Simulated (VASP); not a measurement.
Input of a VASP 6.6.1 run:

INCAR

```
SYSTEM = LiY3
ALGO = Normal ; EDIFF = 1E-6
ENCUT = 520 ; GGA = PE
ISIF = 2 ; ISMEAR = -1
LASPH = .TRUE. ; LCHARG = .FALSE.
LREAL = .FALSE. ; LWAVE = .FALSE.
NBANDS = 26 ; NELM = 100
PREC = Accurate ; SIGMA = 0.05
```

File KPOINTS:

```
k-points
0
G
  6 6 6
  0 0 0
```

Contents of POSCAR:

```
LiY3
1.0
   -2.3671900000      2.3671900000      5.3266430000
    2.3671900000     -2.3671900000      5.3266430000
    2.3671900000      2.3671900000     -5.3266430000
Y Li
3 1
Direct
    0.5000000000      0.5000000000      0.0000000000
    0.2500000000      0.7500000000      0.5000000000
    0.7500000000      0.2500000000      0.5000000000
    0.0000000000      0.0000000000      0.0000000000
```

Potentials or basis: VASP PAW PBE potentials, release 64 (Y_sv, Li_sv).

Run with:

```sh
$ cat potpaw_PBE.64/Y_sv/POTCAR potpaw_PBE.64/Li_sv/POTCAR > POTCAR
$ mpirun -np 1 vasp_std > vasp.out
```

(1) Predict the band gap on the k mesh.

Results:

(1) none (metal or under the smearing width).
